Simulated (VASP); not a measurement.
Here is the system:

```
CELL_PARAMETERS angstrom
      0.00000     2.47929     2.47929
      2.47929     0.00000     2.47929
      2.47929     2.47929     0.00000
ATOMIC_POSITIONS crystal
  Gd 0.00000 0.00000 0.00000
  N  0.50000 0.50000 0.50000
```

Computed with revTPSS meta-GGA, VASP's PBE PAW potentials (set 64) (plane waves; VASP). Settings: 520 eV cut-off, 14×14×14 Γ-centred mesh, tetrahedra with Blöchl corrections, potentials Gd_3 N.

The 4f electrons are frozen in the core of the lanthanide potential, so 4f levels, which can set the real gap, and their magnetism are missing.

### Question
Estimate the energy per atom (σ→0), band gap (over mesh and band path) with the smallest direct gap where there is one.

### Answer

- band gap (over mesh and band path): none (metal, semimetal or under 0.01 eV)
- energy per atom (σ→0): 6.192 eV/atom

Total energies compare only between runs with the same potentials, cut-off and functional.

The compound is GdN in the rock salt structure. It was relaxed first.
